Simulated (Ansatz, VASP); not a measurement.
**Zn2Se in two plane-wave programs**

Wanted: the spread between two codes on one cell, functional and k mesh. The cell is invented: As first built, before any earlier steps moved the atoms (in the runner's words): it takes the Cu2Se structure with some of its atoms replaced by other elements, volume scaled by an estimate. It may not be a known or stable phase. The cell is taken from a series of VASP runs on this material, whose earlier steps may have relaxed, scaled or displaced it; both programs get it as it stands.

Method: plane waves, with VASP 6.6.1 beside it; relaxation of cell and atoms at PBE, in Ansatz 0.2.0.

### 1. Set-up

The structure is cubic, space group Fm-3m (No. 225). Conventional cell: a = 6.415 Å, b = 6.415 Å, c = 6.415 Å, α = 90.00°, β = 90.00°, γ = 90.00°. Nearest to Se lie 8 Zn at 2.78 Å. Zn has 4 Se at 2.78 Å nearest. As first built, before any earlier steps moved the atoms (in the runner's words): sites of the Cu2Se structure (space group 225) filled with other elements, volume scaled by an estimate. Farther neighbours and most contacts between anions are not listed.

### 2. Ansatz: relaxation of cell and atoms, PBE

Ansatz runs on its default PAW (the set named soft_2) files.

The relaxed volume is the usual yardstick between codes: its relative difference is about their pressure difference at one cell divided by the bulk modulus.

The input, input.yaml:

```yaml
crystal:
  lattice:
    - [0.0, 3.2072795498, 3.2072795498]
    - [3.2072795498, 0.0, 3.2072795498]
    - [3.2072795498, 3.2072795498, 0.0]
  atoms:
    - { symbol: Se, position: [0.0, 0.0, 0.0] }
    - { symbol: Zn, position: [0.75, 0.75, 0.75] }
    - { symbol: Zn, position: [0.25, 0.25, 0.25] }
hamiltonian:
  xc: pbe
  pseudopotentials: { kind: paw }
kpoints:
  mp_grid: { grid: [6, 6, 6] }
scf:
  occupations: { method: fermi_dirac, width: 0.05 }
relax:
  f_tol: 0.01
  max_steps: 60
  cell: { stress_tol: 0.05 }
output:
  forces: true
  stress: true
```

Started as:

```bash
ansatz run input.yaml --threads 4 --pin off --max-ram 9216MiB --backend cpu --events-out ev --progress --plain --runs-dir out
```

Numbers of over 12 decimals in the logs are rounded to 6 here.

Log:

```text
Engine: ansatz 0.2.0, aarch64-unknown-linux-gnu
Pseudopotentials: kind: paw
Pseudopotential: Se, paw, valence charge 16, recommended cutoff 420 eV (normal), Se.paw.azcp
Pseudopotential: Zn, paw, valence charge 12, recommended cutoff 420 eV (normal), Zn.paw.azcp
Functional definition: PBE
  parameter kappa = 0.804
  parameter beta = 0.066725
  exchange = pbe_x(kappa = kappa, mu = beta*pi^2/3)
  correlation = pbe_c(beta = beta)
Crystal: 3 atoms, lattice volume = 65.984 Å³
Basis set: ecut = 420 eV, 1243 PW (Γ), exchange–correlation on 64×64×64 points (8 copies of the dense FFT grid, shifted against one another)
Bands: 24, of which v1, the nominal top of the filled ones, is band 20 counted from 1 (19 counted from 0)
Symmetry: 48 space group operations
Space group: Fm-3m (ITA 225), of the structure as read, at distance tolerance 4.0e-5 Å
k-points: 16 of 216
Non-local potential: Se, projectors of the file, l = 0: 2, l = 1: 2, l = 2: 3, l = 3: 1
Non-local potential: Zn, projectors of the file, l = 0: 2, l = 1: 2, l = 2: 3, l = 3: 1
PAW form: soft (Blöchl's): semilocal exchange-correlation on the pseudo side does not see the compensation charge
PAW one-centre angular grid: Se, 590 points (default); XC on 64 Gauss nodes
PAW one-centre angular grid: Zn, 590 points (default); XC on 64 Gauss nodes
Initial density: superposition of atomic densities (neutral atoms: chi_scale 0, normalization atom), corrected by the library's trained network
Initial wavefunctions: pseudopotential atomic-orbital guess
Functional: x = pbe(κ = 0.804, μ = 0.219515), c = pbe(β = 0.066725)
SCF iter   1: F=—  HF=-12106.820534 eV  |F-HF|=—  |Δ(HF+E_count)|=         —  Δρ=3.42e-3  dr2=1.58e-2  ethr=1.77e-3  ⟨swp⟩=5.9  Hψ=1725  notcnv=0
preconditioner: auto → LDOS  [insulator: Δε(μ)=0.184 eV  Ē_g=9.614 eV  σ=0.050 eV  W_gap=0.54  n_scr=14 (ndim 8)  ℏωp=25.0 eV  f_vac=0.069  D(μ)=2.33/eV (n_scr^D=14)  ε∞_Penn≈7.8  β→1.0]
SCF iter   2: F=—  HF=-12106.817890 eV  |F-HF|=—  |Δ(HF+E_count)|=   2.64e-3  Δρ=1.91e-3  dr2=3.71e-3  ethr=3.96e-5  ⟨swp⟩=2.6  Hψ=780  notcnv=0
SCF iter   3: F=—  HF=-12106.819493 eV  |F-HF|=—  |Δ(HF+E_count)|=   1.60e-3  Δρ=3.82e-3  dr2=4.94e-3  ethr=9.28e-6  ⟨swp⟩=2.0  Hψ=667  notcnv=0
SCF iter   4: F=—  HF=-12106.816640 eV  |F-HF|=—  |Δ(HF+E_count)|=   2.85e-3  Δρ=3.18e-4  dr2=5.43e-5  ethr=9.28e-6  ⟨swp⟩=2.0  Hψ=647  notcnv=0
SCF iter   5: F=—  HF=-12106.816643 eV  |F-HF|=—  |Δ(HF+E_count)|=   3.01e-6  Δρ=6.45e-5  dr2=3.13e-6  ethr=1.36e-7  ⟨swp⟩=2.0  Hψ=818  notcnv=0
SCF iter   6: F=—  HF=-12106.816643 eV  |F-HF|=—  |Δ(HF+E_count)|=   3.83e-7  Δρ=2.10e-5  dr2=3.75e-7  ethr=7.83e-9  ⟨swp⟩=2.0  Hψ=707  notcnv=0
SCF iter   7: F=-12106.816643 eV  HF=-12106.816643 eV  |F-HF|=6.15e-9  |Δ(HF+E_count)|=   1.55e-7  Δρ=6.61e-6  dr2=2.45e-8  ethr=2.50e-10  ⟨swp⟩=4.5  Hψ=1446  notcnv=0
SCF 1 converged in 7 iterations: F = -12106.816643 eV  dr2 = 2.45e-8
  greatest PAW one-centre occupation: 1.000 electrons in one spin orbital (limit 2), on the Se atom at site 0 (counted from 0), in its partial waves of l = 2
relax step   1: F+E_penalty+E_count = -12106.81664289 eV  Δ(F+E_penalty+E_count) = +0.000e0 eV  max|allowed force component| = 3.084e-17 eV/Å  Δτ_max = 0.0000 Å  P = +0.269 GPa  Ω = 65.984 Å³  (7 SCF iters, dr2 threshold 1.00e-7 eV, accepted)
[...]
relax step   2: F+E_penalty+E_count = -12106.81687592 eV  Δ(F+E_penalty+E_count) = -2.330e-4 eV  max|allowed force component| = 4.318e-17 eV/Å  Δτ_max = 0.0000 Å  P = +0.004 GPa  Ω = 66.403 Å³  energy of the carried Pulay correction = -1.217e-4 eV  (5 SCF iters, dr2 threshold 1.81e-7 eV, accepted)
[...]
relax step   3: F+E_penalty+E_count = -12106.81697566 eV  Δ(F+E_penalty+E_count) = -9.974e-5 eV  max|allowed force component| = 1.480e-16 eV/Å  Δτ_max = 0.0000 Å  P = +0.004 GPa  Ω = 66.403 Å³  stress off target by 3.78e-3 GPa  SCF on the basis re-selected at this cell (its energy is not comparable with the rows above)  (6 SCF iters)
basis re-selected at this cell: Δ(F+E_penalty+E_count) = -9.974e-5 eV, ΔP = -0.000 GPa vs the last step (what re-selecting the basis moved, of the pressure what is left beyond the Pulay correction that the steps carried, after the strain that the cell walked since its last selection, with what the two solves' SCF thresholds leave and, on support functions, any second-order correction that the steps lacked; it is no m [...]
SCF converged after 6 iterations
Free energy (F): -12106.816976 eV
Harris-Foulkes:  -12106.816976 eV  (|F-HF|=2.36e-10)
Internal energy: -12106.798576 eV  (E = F + TS)
E sigma→0 (E₀):  -12106.807776 eV
Entropy (-TS):   -0.018399 eV (-6.133 meV/atom)
Fermi energy:    8.117528 eV
--- Per-component energies (eV) ---
  E_band       = -369.076626
  E_kinetic    = 377.424272
  E_local      = -6071.720804  (includes V_loc(G=0)·N_el)
  E_nonlocal   = 632.144830
  E_hartree    = 2733.198521
  E_xc         = -376.574694
  E_vxc        = -199.101738  (∫ρ·V_xc dr)
  E_paw        = -5566.321912  (= ΣΔE_a)
  E_vpaw       = -574.219166  (= ΣTr[D̂ρ^β])
  E_aug_tail   = -0.001269  (compensation charges beyond the density's cutoff)
  E_ewald      = -3834.947522
  E_smearing   = -0.018399  (= −TS)
  E_closure    = -0.000000  (closes the sum)
  Σ components = -12106.816976   (vs F -12106.816976, Δ=0.00e0)
--- Forces (eV/Å), atoms counted from 1 ---
  atom   1  Se     0.00000000    -0.00000000    -0.00000000
  atom   2  Zn    -0.00000000    -0.00000000     0.00000000
  atom   3  Zn     0.00000000    -0.00000000    -0.00000000
  max |Σ_I F_I| component: 6.01e-17 eV/Å
--- Stress (GPa, compression-positive) ---
        0.003780      -0.000000      -0.000000
       -0.000000       0.003780       0.000000
       -0.000000      -0.000000       0.003780
  P = ⅓ Tr σ = 0.0038 GPa (0.038 kbar)
--- Relaxed structure (2 steps of the walk, 2 accepted, 1 SCFs on fresh bases) ---
  F+E_penalty+E_count = -12106.81697566 eV   max|allowed force component| = 1.480e-16 eV/Å   (the final SCF, on the basis selected at the relaxed cell)
  cell:  # Å, volume = 66.4031 Å³
    - [0, 3.214051, 3.214051]
    - [3.214051, 0, 3.214051]
    - [3.214051, 3.214051, 0]
  atoms:
    - { symbol: Se, position: [0, 0, 0] }
    - { symbol: Zn, position: [0.750000, 0.750000, 0.750000] }
    - { symbol: Zn, position: [0.25, 0.25, 0.25] }
```

Elapsed: 1.5 s, on 4 threads of Arm Neoverse V2, shared host; peak memory 0.36 GiB; 4.9 s of CPU time.

### 3. VASP: relaxation of cell and atoms, PBE

The same cell, functional, mesh and smearing now go to VASP, with its own data sets and cutoff.

Lines of VASP's logs that name or quote its potential files are left out, and so is its time.

The input, INCAR:

```
SYSTEM = Zn2Se
PREC = Accurate
ENCUT = 400
EDIFF = 1E-06
NELM = 100
ISMEAR = -1
SIGMA = 0.05
LREAL = .FALSE.
ALGO = Normal
GGA = PE
LORBIT = 11
LWAVE = .FALSE.
LCHARG = .FALSE.
KPAR = 4
IBRION = 2
NSW = 60
ISIF = 3
EDIFFG = -0.01
```

The input, POSCAR:

```
Zn2Se
1.0
    0.0000000000      3.2072795498      3.2072795498
    3.2072795498      0.0000000000      3.2072795498
    3.2072795498      3.2072795498      0.0000000000
Se Zn
1 2
Direct
    0.0000000000      0.0000000000      0.0000000000
    0.7500000000      0.7500000000      0.7500000000
    0.2500000000      0.2500000000      0.2500000000
```

The input, KPOINTS:

```
Automatic mesh
0
Gamma
6 6 6
0 0 0
```

Potentials, in the order of the species: Se and Zn (PBE family, release 64).

Started as:

```bash
mpirun -np 4 vasp_std
```

Log:

```text
[banner, memory and clock lines left out]
running    4 mpi-ranks, on    1 nodes
 distrk:  each k-point on    1 cores,    4 groups
 distr:  one band on    1 cores,    1 groups

 POSCAR found type information on POSCAR SeZn
 POSCAR found :  2 types and       3 ions
 LDA part: xc-table for (Slater+PW92), standard interpolation
 POSCAR, INCAR and KPOINTS ok, starting setup
 FFT: planning ... GRIDC
 FFT: planning ... GRID_SOFT
 FFT: planning ... GRID
 WAVECAR not read
 entering main loop
       N       E                     dE             d eps       ncg     rms          rms(c)
DAV:   1     0.133270563378E+03    0.13327E+03   -0.12732E+04   608   0.164E+03
DAV:   2     0.281949300526E+01   -0.13045E+03   -0.12678E+03   617   0.301E+02
DAV:   3    -0.548231603154E+01   -0.83018E+01   -0.81545E+01   707   0.799E+01
DAV:   4    -0.562073841988E+01   -0.13842E+00   -0.13818E+00   644   0.956E+00
DAV:   5    -0.562187200618E+01   -0.11336E-02   -0.11335E-02   684   0.756E-01    0.567E+00
DAV:   6    -0.540626107413E+01    0.21561E+00   -0.71137E-01   784   0.187E+01    0.373E+00
DAV:   7    -0.540229287951E+01    0.39682E-02   -0.15981E-01   641   0.364E+00    0.135E+00
DAV:   8    -0.540095953009E+01    0.13333E-02   -0.31776E-03   638   0.467E-01    0.405E-01
DAV:   9    -0.540096548822E+01   -0.59581E-05   -0.10185E-03   632   0.213E-01    0.574E-02
DAV:  10    -0.540102146519E+01   -0.55977E-04   -0.84647E-05   637   0.722E-02    0.143E-02
DAV:  11    -0.540103482464E+01   -0.13359E-04   -0.19669E-05   614   0.378E-02    0.605E-03
DAV:  12    -0.540103640730E+01   -0.15827E-05   -0.41474E-06   551   0.125E-02    0.710E-03
DAV:  13    -0.540103655496E+01   -0.14767E-06   -0.21822E-07   352   0.521E-03
   1 F= -.54010366E+01 E0= -.53919845E+01  d E =-.540104E+01
 curvature:   0.00 expect dE= 0.000E+00 dE for cont linesearch  0.000E+00
 trial: gam= 0.00000 g(F)=  0.347E-44 g(S)=  0.603E-04 ort = 0.000E+00 (trialstep = 0.100E+01)
 search vector abs. value=  0.603E-04
 bond charge predicted
       N       E                     dE             d eps       ncg     rms          rms(c)
DAV:   1    -0.540212564604E+01   -0.10892E-02   -0.14559E-02   659   0.212E+00    0.234E-01
DAV:   2    -0.540120652912E+01    0.91912E-03   -0.40852E-03   650   0.133E+00    0.780E-02
DAV:   3    -0.540110494821E+01    0.10158E-03   -0.88179E-05   665   0.938E-02    0.395E-02
DAV:   4    -0.540107444112E+01    0.30507E-04   -0.20086E-05   739   0.460E-02    0.111E-02
DAV:   5    -0.540107135406E+01    0.30871E-05   -0.41425E-06   609   0.247E-02    0.177E-03
DAV:   6    -0.540107147089E+01   -0.11683E-06   -0.15454E-06   432   0.140E-02
   2 F= -.54010715E+01 E0= -.53919880E+01  d E =-.349159E-04
 trial-energy change:   -0.000035  1 .order   -0.000044   -0.000060   -0.000027
 step:   1.8191(harm=  1.8191)  dis= 0.00000  next Energy=    -5.401091 (dE=-0.548E-04)
 reached required accuracy - stopping structural energy minimisation
```

OUTCAR, selected parts (step 3):

```text
ion  position               nearest neighbor table
   1  0.000  0.000  0.000-   2 2.78   2 2.78   2 2.78   2 2.78   3 2.78   3 2.78   3 2.78   3 2.78

  LATTYP: Found a face centered cubic cell.
 ALAT       =     6.4145590996

 Subroutine GETGRP returns: Found 48 space group operations
 (whereof 48 operations were pure point group operations)

The static configuration has the point symmetry O_h .

 Found     16 irreducible k-points:

   k-points           NKPTS =     16   k-points in BZ     NKDIM =     16   number of bands    NBANDS=     19

   dimension x,y,z NGX =    30 NGY =   30 NGZ =   30
   dimension x,y,z NGXF=    60 NGYF=   60 NGZF=   60

   ENCUT  =  400.0 eV  29.40 Ry    5.42 a.u.   7.40  7.40  7.40*2*pi/ulx,y,z

   NELECT =      30.0000    total number of electrons

 k-points in reciprocal lattice and weights: Automatic mesh
   0.00000000  0.00000000  0.00000000       0.005
   0.16666667  0.00000000  0.00000000       0.037
   0.33333333  0.00000000  0.00000000       0.037
   0.50000000  0.00000000  0.00000000       0.019
   0.16666667  0.16666667  0.00000000       0.028
   0.33333333  0.16666667  0.00000000       0.111
   0.50000000  0.16666667  0.00000000       0.111
  -0.33333333  0.16666667  0.00000000       0.111
  -0.16666667  0.16666667  0.00000000       0.056
[...]
-0.33333333  0.33333333  0.16666667       0.111
  -0.33333333  0.50000000  0.16666667       0.056

 average (electrostatic) potential at core
       1 -56.8049       2 -37.0535       3 -37.0535

 E-fermi :   2.7935

 k-point     1 :       0.0000    0.0000    0.0000
  band No.  band energies     occupation
    ...
     11      -4.2672      2.00000
     12      -0.8152      2.00000
     13       0.1634      2.00000
     14       0.1634      2.00000
     15       0.1634      2.00000
     16       4.3338      0.00000
     17       4.3338      0.00000
     18       4.3338      0.00000
     19       4.4715      0.00000

 k-point     2 :       0.1667    0.0000    0.0000
  band No.  band energies     occupation
    ...
     11      -4.3050      2.00000
     12      -1.9106      2.00000
     13      -0.0289      2.00000
     14      -0.0289      2.00000
     15       0.7763      2.00000
     16       3.2428      0.00025
     17       4.7207      0.00000
     18       4.7207      0.00000
     19       6.6686      0.00000

 k-point     3 :       0.3333    0.0000    0.0000
  band No.  band energies     occupation
    ...
     11      -4.4031      2.00000
     12      -3.2621      2.00000
     13      -0.3364      2.00000
     14      -0.3364      2.00000
     15       0.4348      2.00000
     16       4.5405      0.00000
     17       5.1146      0.00000
     18       5.1147      0.00000
     19       7.1192      0.00000

  Total        0.0159153      0.0159153      0.0159153      0.0000000      0.0000000      0.0000000
  in kB        0.3857853      0.3857853      0.3857853      0.0000000      0.0000000      0.0000000
  external PRESSURE =       0.3857853 kB  Pullay stress =       0.0000000 kB

  energy-cutoff  :      400.00
  volume of cell :       66.10
      direct lattice vectors                 reciprocal lattice vectors
     0.000000000  3.209102511  3.209102511    -0.155806802  0.155806802  0.155806802
     3.209102511  0.000000000  3.209102511     0.155806802 -0.155806802  0.155806802
     3.209102511  3.209102511 -0.000000000     0.155806802  0.155806802 -0.155806802

 POSITION                                       TOTAL-FORCE (eV/Angst)
 -----------------------------------------------------------------------------------
      3.20910      3.20910     -0.00000        -0.000000     -0.000000     -0.000000
      4.81365      4.81365      4.81365        -0.000000     -0.000000     -0.000000
      1.60455      1.60455      1.60455         0.000000      0.000000      0.000000
 -----------------------------------------------------------------------------------
    total drift:                               -0.000000      0.000000      0.000000

  FREE ENERGIE OF THE ION-ELECTRON SYSTEM (eV)
  ---------------------------------------------------
  free  energy   TOTEN  =        -5.4010714709 eV

  energy  without entropy=       -5.3829044421  energy(sigma->0) =       -5.39198796

 reached required accuracy - stopping structural energy minimisation

 total charge
# of ion       s       p       d       tot
------------------------------------------
    1        1.515   2.186   0.050   3.751
    2        0.654   0.234   9.748  10.636
    3        0.654   0.234   9.748  10.636
--------------------------------------------------
tot          2.824   2.654  19.545  25.023

[... 3 further parts left out ...]
```

### 4. Differences

Known differences besides the potentials themselves: both relaxations stop at a tolerance, which leaves soft axes loose, and VASP keeps its plane-wave basis; the data sets hold 40 valence electrons in Ansatz (default PAW (the set named soft_2) files) and 30 in VASP; the cutoff is 420 eV in Ansatz and 400 eV in VASP; VASP leaves aspherical gradient terms in its spheres out (LASPH is not set), Ansatz keeps them; Ansatz adds a Pulay correction to the stress that steers its cell, VASP none. Total energies have different zeros and are not compared.

Compared:

```tsv
quantity	Ansatz	VASP	difference
volume (Å³)	66.40	66.10	+0.46 %
edge a after relaxation, in the typed setting (Å)	4.545	4.538	+0.15 %
```

The walks stopped with 0.00 GPa left in Ansatz and 0.04 GPa in VASP; each walk ends within a tolerance, so the volume difference is uncertain by about these residues over the bulk modulus, most in soft cells.

### 5. Outcome

* difference in volume (relaxation of cell and atoms, PBE): 0.46 %

In words: The difference in volume is 0.46 % (relaxation of cell and atoms, PBE), within the 1.2 % picked in this series as the mark of a large difference, as far as the stopping tolerances let one tell. Such differences can come from data sets, numerical settings and the points named under the comparisons, not from the functional's error against experiment.

[Lines on the potential files, build, host, timing and source positions are cut from VASP's logs without a mark.]

[Logs are printed without paths, hosts, clocks, repeated set-up lines and the standing remarks that a program may print on its own settings, such as how far it seeks lower states.]

[Hosts, paths, dates, database ids (printed as entryN), source tags and the programs' standing remarks are cut or masked in the printed files.]
